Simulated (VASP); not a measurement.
```
CELL_PARAMETERS angstrom
      3.29498     0.00000     0.00000
      0.00000     3.29498     0.00000
      0.00000     0.00000     3.29498
ATOMIC_POSITIONS crystal
  Tb 0.00000 0.00000 0.00000
```

The base run (VASP): PBE GGA, plane waves, VASP's PBE PAW potentials (set 64). Numerical set-up: 400 eV cut-off, 10×10×10 Γ-centred mesh, first-order Methfessel-Paxton smearing of 0.10 eV, potentials Tb_3.

The 4f electrons are frozen in the core of the lanthanide potential, so 4f levels, which can set the real gap, and their magnetism are missing.

One setting is varied; ΔE counts from the most expensive setting. The base run took about 8 core-seconds. Times come from single runs on busy shared machines, so they are rough: good to a factor of about 2.

The pressure holds a Pulay error that falls with the cut-off, as the column shows.

```json
[
 {"setting": "ENCUT = 150", "cost over the base run": "about 1/2", "electronic steps": "10", "ΔE (meV/atom)": "21.1", "pressure (GPa)": "-1.35"},
 {"setting": "ENCUT = 250", "cost over the base run": "within a factor of 2", "electronic steps": "10", "ΔE (meV/atom)": "2.4", "pressure (GPa)": "-0.98"},
 {"setting": "ENCUT = 350", "cost over the base run": "within a factor of 2", "electronic steps": "10", "ΔE (meV/atom)": "0.7", "pressure (GPa)": "-0.95"},
 {"setting": "base run", "cost over the base run": "reference", "electronic steps": "10", "ΔE (meV/atom)": "0.3", "pressure (GPa)": "-0.94"},
 {"setting": "ENCUT = 450", "cost over the base run": "within a factor of 2", "electronic steps": "10", "ΔE (meV/atom)": "0.2", "pressure (GPa)": "-0.94"},
 {"setting": "ENCUT = 500", "cost over the base run": "within a factor of 2", "electronic steps": "10", "ΔE (meV/atom)": "0.1", "pressure (GPa)": "-0.94"},
 {"setting": "ENCUT = 550", "cost over the base run": "within a factor of 2", "electronic steps": "10", "ΔE (meV/atom)": "0.0", "pressure (GPa)": "-0.94"}
]
```

Left out are runs that failed, have no time on record or changed the cell.

The structure was generated: Tb was put into the simple-cubic type (Pm-3m), which need not be its known phase. The cell was not relaxed at this level.
